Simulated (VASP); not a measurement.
All values below come from PBEsol GGA, VASP's PBE PAW potentials (set 64) (plane waves; VASP).

VASP input:

INCAR:
```
SYSTEM = Ag
PREC = Accurate
ENCUT = 480
EDIFF = 1E-7
NELM = 100
ALGO = Normal
LREAL = .FALSE.
LASPH = .TRUE.
ISMEAR = 1
SIGMA = 0.1
GGA = PS
LMAXMIX = 4
LWAVE = .FALSE.
LCHARG = .FALSE.
ISIF = 2
```

POSCAR:
```
Ag
1
    0.0000000000     1.9923915952     2.0227325839
    1.9923915952     0.0000000000     2.0227325839
    1.9923915952     1.9923915952     0.0000000000
Ag
1
Direct
  1.0000000000   1.0000000000   1.0000000000
```

File KPOINTS:
```
Automatic mesh
0
Gamma
14 14 14
0 0 0
```

POTCAR, in this order: Ag (PBE.64 set). Program: vasp_std.

Q: What will the output report for the number of irreducible k-points (NKPTS), number of bands (NBANDS), largest plane-wave count, number of space-group operations, FFT grid (NGX, NGY, NGZ)?

A: 
- number of irreducible k-points (NKPTS) = 244
- number of bands (NBANDS) = 9
- largest plane-wave count = 396
- number of space-group operations = 16
- FFT grid (NGX, NGY, NGZ) = 20 × 20 × 20

The compound is Ag in the fcc structure. This cell was strained or had an atom moved on purpose.
